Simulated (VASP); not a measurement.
Consider the following.

```
CdZnSe2
1.0
    2.06619     1.19292     6.80780
   -2.06619     1.19292     6.80780
    0.00000    -2.38583     6.80780
Zn Cd Se
1 1 2
Direct
  0.49924   0.49924   0.49924
  0.00186   0.00186   0.00186
  0.13043   0.13043   0.13043
  0.61847   0.61847   0.61847
```

The numbers are results of PBEsol GGA, VASP's PBE PAW potentials (set 64) (plane waves; VASP), not measurements. Numerical set-up: 400 eV cut-off, 7×7×7 Γ-centred mesh, tetrahedra with Blöchl corrections, potentials Zn Cd Se.

The cores are frozen, which limits the accuracy of field gradients.

**Question.** Give the principal components of the electric field gradient (V/Å²) and the asymmetry η at each nucleus.

**Answer.** 
| atom | Vxx | Vyy | Vzz | η |
|---|---|---|---|---|
| Zn1 | 2.8 | 2.8 | -5.5 | 0.00 |
| Cd2 | 2.3 | 2.3 | -4.7 | 0.00 |
| Se3 | 12.3 | 12.3 | -24.6 | 0.00 |
| Se4 | -23.5 | -23.5 | 47.1 | 0.00 |

The structure comes from a computed database's ZnCdSe2 entry (R3m); how it stands against other phases isn't given here. It was relaxed first, which changed the volume by -6 %.
